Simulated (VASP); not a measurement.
```
CELL_PARAMETERS angstrom
      0.00000     2.38294     2.38294
      2.38294     0.00000     2.38294
      2.38294     2.38294     0.00000
ATOMIC_POSITIONS crystal
  Na 0.00000 0.00000 0.00000
  H  0.50000 0.50000 0.50000
```

The numbers are results of PBEsol GGA, VASP's PBE PAW potentials (set 64) (plane waves; VASP), not measurements. Settings: 400 eV cut-off, Gaussian smearing of 0.050 eV, potentials Na_pv H.

Problem. Give the energies of bands 4 to 7 at the high-symmetry points, in eV from the valence-band maximum.

Solution. 
```json
[
 {"band": "4", "Γ": "-3.85", "X": "-0.19", "U": "-0.12", "L": "-0.92", "W": "0.00"},
 {"band": "5", "Γ": "10.78", "X": "4.49", "U": "5.19", "L": "3.63", "W": "5.91"},
 {"band": "6", "Γ": "15.70", "X": "9.92", "U": "6.29", "L": "10.92", "W": "5.91"},
 {"band": "7", "Γ": "15.70", "X": "10.75", "U": "11.35", "L": "13.48", "W": "8.47"}
]
```

The gap is indirect, 3.63 eV, from the valence maximum at W to the conduction minimum at L.

The compound is NaH in the rock salt structure. It was relaxed first, which changed the volume by -7 %.
